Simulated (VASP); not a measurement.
```yaml
crystal:
  lattice:
    - [0.00000, 2.69310, 2.69310]
    - [2.69310, 0.00000, 2.69310]
    - [2.69310, 2.69310, 0.00000]
  atoms:
    - { symbol: Al, position: [0.00000, 0.00000, 0.00000] }
    - { symbol: P, position: [0.25000, 0.25000, 0.25000] }
```

Method: G0W0 on PBE orbitals, VASP's PBE PAW potentials (set 64) (plane waves; VASP 6.6.1). Settings: PREC = Normal, 350 eV cut-off, 4×4×4 Γ-centred mesh, Gaussian smearing of 0.010 eV, potentials Al_GW P_GW.

The mesh is coarse and the basis finite, so the quasiparticle values are not converged.

NBANDS = 160, ENCUTGW = 200 eV, NOMEGA = 64. The PBE levels (eV) that the step starts from are:

```
state                           KS energy  filling
------------------------------  ---------  -------
k1 (0.00, 0.00, 0.00), band 1       -7.50        2
k1 (0.00, 0.00, 0.00), band 2        4.26        2
k1 (0.00, 0.00, 0.00), band 3        4.26        2
k1 (0.00, 0.00, 0.00), band 4        4.26        2
k1 (0.00, 0.00, 0.00), band 5        7.90        0
k1 (0.00, 0.00, 0.00), band 6        8.85        0
k1 (0.00, 0.00, 0.00), band 7        8.85        0
k1 (0.00, 0.00, 0.00), band 8        8.85        0
k6 (-0.25, 0.25, 0.00), band 1      -5.85        2
k6 (-0.25, 0.25, 0.00), band 2      -0.20        2
k6 (-0.25, 0.25, 0.00), band 3       1.29        2
k6 (-0.25, 0.25, 0.00), band 4       3.38        2
k6 (-0.25, 0.25, 0.00), band 5       8.05        0
k6 (-0.25, 0.25, 0.00), band 6      10.45        0
k6 (-0.25, 0.25, 0.00), band 7      10.53        0
k6 (-0.25, 0.25, 0.00), band 8      11.08        0
```

Q: Give the quasiparticle energies and renormalisation factors Z.

A: 
```json
[
 {"state": "k1 (0.00, 0.00, 0.00), band 1", "QP energy (eV)": "-8.16", "Z": "0.68"},
 {"state": "k1 (0.00, 0.00, 0.00), band 2", "QP energy (eV)": "3.53", "Z": "0.76"},
 {"state": "k1 (0.00, 0.00, 0.00), band 3", "QP energy (eV)": "3.53", "Z": "0.76"},
 {"state": "k1 (0.00, 0.00, 0.00), band 4", "QP energy (eV)": "3.53", "Z": "0.76"},
 {"state": "k1 (0.00, 0.00, 0.00), band 5", "QP energy (eV)": "8.13", "Z": "0.77"},
 {"state": "k1 (0.00, 0.00, 0.00), band 6", "QP energy (eV)": "9.15", "Z": "0.77"},
 {"state": "k1 (0.00, 0.00, 0.00), band 7", "QP energy (eV)": "9.15", "Z": "0.77"},
 {"state": "k1 (0.00, 0.00, 0.00), band 8", "QP energy (eV)": "9.15", "Z": "0.77"},
 {"state": "k6 (-0.25, 0.25, 0.00), band 1", "QP energy (eV)": "-6.42", "Z": "0.69"},
 {"state": "k6 (-0.25, 0.25, 0.00), band 2", "QP energy (eV)": "-0.97", "Z": "0.72"},
 {"state": "k6 (-0.25, 0.25, 0.00), band 3", "QP energy (eV)": "0.50", "Z": "0.74"},
 {"state": "k6 (-0.25, 0.25, 0.00), band 4", "QP energy (eV)": "2.62", "Z": "0.76"},
 {"state": "k6 (-0.25, 0.25, 0.00), band 5", "QP energy (eV)": "8.26", "Z": "0.77"},
 {"state": "k6 (-0.25, 0.25, 0.00), band 6", "QP energy (eV)": "10.62", "Z": "0.76"},
 {"state": "k6 (-0.25, 0.25, 0.00), band 7", "QP energy (eV)": "10.80", "Z": "0.75"},
 {"state": "k6 (-0.25, 0.25, 0.00), band 8", "QP energy (eV)": "11.35", "Z": "0.75"}
]
```
On the mesh the gap opens from 1.47 to 2.25 eV.

The compound is AlP in the zinc blende structure. This cell is one point of a volume scan, at 0.96 of the reference volume. The k-mesh is coarse (spacing up to 0.51 per Å, 2π included), so the numbers may not be converged in it.
